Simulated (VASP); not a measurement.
An input for Quantum ESPRESSO's pw.x (written as the equivalent of a VASP run, and not itself run):

```
&CONTROL
  calculation = 'vc-relax'
  pseudo_dir = './pseudo'
  outdir = './out'
  tprnfor = .true.
  tstress = .true.
  nstep = 60
  forc_conv_thr = 0.00078
/
&SYSTEM
  ibrav = 0
  nat = 4
  ntyp = 2
  ecutwfc = 84
  occupations = 'smearing'
  smearing = 'methfessel-paxton'
  degauss = 0.00735
  input_dft = 'pbesol'
  nspin = 2
  starting_magnetization(2) = 0.2
/
&ELECTRONS
  conv_thr = 7.3e-08
  electron_maxstep = 100
/
&IONS
/
&CELL
/
ATOMIC_SPECIES
  Ge 72.630 Ge.upf
  V 50.941 V.upf
CELL_PARAMETERS angstrom
     0.0000000    2.9632250    2.9632250
     2.9632250    0.0000000    2.9632250
     2.9632250    2.9632250   -0.0000000
ATOMIC_POSITIONS crystal
  Ge   1.0000000  1.0000000  0.0000000
  V    0.5000000  0.5000000  0.5000000
  V    0.2500000  0.2500000  0.2500000
  V    0.7500000  0.7500000  0.7500000
K_POINTS automatic
  8 8 8 0 0 0
```

Task: Write the VASP files for the same calculation (PBEsol).

Result: Several could match; the one computed here: 
### KPOINTS
```
Automatic mesh
0
Gamma
8 8 8
```

### POSCAR
```
V3Ge
1
    0.0000000000     2.9632249893     2.9632249893
    2.9632249893     0.0000000000     2.9632249893
    2.9632249893     2.9632249893    -0.0000000000
Ge V
1 3
Direct
  1.0000000000   1.0000000000   0.0000000000
  0.5000000000   0.5000000000   0.5000000000
  0.2500000000   0.2500000000   0.2500000000
  0.7500000000   0.7500000000   0.7500000000
```

### INCAR
```
EDIFFG = -0.02
PREC = Accurate
LORBIT = 10
EDIFF = 1E-6
ALGO = Normal
IBRION = 2
ISIF = 3
ENCUT = 400   # plane-wave cut-off (eV)
ISMEAR = 1   # Methfessel-Paxton
LCHARG = .FALSE.
GGA = PS   # PBEsol
ISPIN = 2
LREAL = .FALSE.   # projection in real space or not
LMAXMIX = 4
LASPH = .TRUE.   # aspherical one-centre terms
NSW = 60
NELM = 100   # most electronic steps
LWAVE = .FALSE.
MAGMOM = 0.0 3*2.0
SIGMA = 0.1
SYSTEM = V3Ge
```

POTCAR, in this order: Ge_d V_sv (PBE.64 set). Program: vasp_std.

What does not carry over: the potentials are each code's own (VASP's PAW set, PseudoDojo norm-conserving files in pw.x), so ENCUT and ecutwfc are chosen apart and not converted; conv_thr bounds pw.x's estimated SCF error, while EDIFF bounds the energy change between steps; starting_magnetization is a fraction of the valence charge and MAGMOM a moment in μB, so they match only roughly; forc_conv_thr acts on force components and is met together with etot_conv_thr.

The structure was generated: V3Ge was put into the D03 type (Fm-3m), which need not be its known phase. This run relaxes it. Symmetry was kept, so distortions that lower it aren't found. The start is the result of an earlier pass.
